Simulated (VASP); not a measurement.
VASP runs on SnSe2 share one base input (PBE GGA, plane waves, VASP's PBE PAW potentials (set 64)) and change the settings named in each case.

**INCAR**
```
SYSTEM = SnSe2
PREC = Accurate; ENCUT = 300; LREAL = .FALSE.
LASPH = .TRUE.
EDIFF = 1E-6; NELM = 100; ALGO = Normal
LMAXMIX = 4
ISMEAR = 0; SIGMA = 0.1
GGA = PE
ISIF = 2
LWAVE = .FALSE.; LCHARG = .FALSE.
```

### POSCAR
```
SnSe2
1.0
  3.8124630000   0.0000000000   0.0000000000
 -1.9062310000   3.3016900000   0.0000000000
  0.0000000000   0.0000000000  17.0997360000
Sn Se
1 2
direct
 -0.0008990000  -0.0131230000   0.5014120000
  0.3357190000   0.6753390000   0.5857960000
  0.6651800000   0.3377840000   0.4127920000
```

KPOINTS:
```
kpoints
0
gamma
 5 5 1
0 0 0
```

POTCAR, in this order: Sn_d Se (PBE.64 set). Program: vasp_std.

```csv
change,E(σ→0) (eV/atom),largest force (eV/Å)
base run,-3.8662,1.783
GGA = PS,-4.2471,1.473
"GGA_COMPAT = .FALSE., LNONCOLLINEAR = .TRUE., LSORBIT = .TRUE., MAGMOM = 0.0 0.0 0.0 0.0 0.0 0.0 0.0 0.0 0.0, program vasp_ncl",-3.8958,…
KPOINTS 4×4×1 Γ-centred mesh,-3.8422,…
```

Task: Complete the blanks.

Result: 
- GGA_COMPAT = .FALSE., LNONCOLLINEAR = .TRUE., LSORBIT = .TRUE., MAGMOM = 0.0 0.0 0.0 0.0 0.0 0.0 0.0 0.0 0.0, program vasp_ncl, largest force (eV/Å): 1.786
- KPOINTS 4×4×1 Γ-centred mesh, largest force (eV/Å): 1.743

Energies of different potentials or functionals have different zeros.  The cell holds a wide vacuum, so values per volume refer to the whole cell. Unless said otherwise, spin-orbit coupling is left out, though it shifts the bands of the heavy elements here.

Left out are runs that ran out of time, are held back, or changed the cell or the kind of run, fixed moments of cells without a moment, rows past the twelfth, gaps on odd meshes, pressures of charged cells and columns that move by less than the noise.

The cell is a sheet or thin cut with vacuum, built from a generated structure.
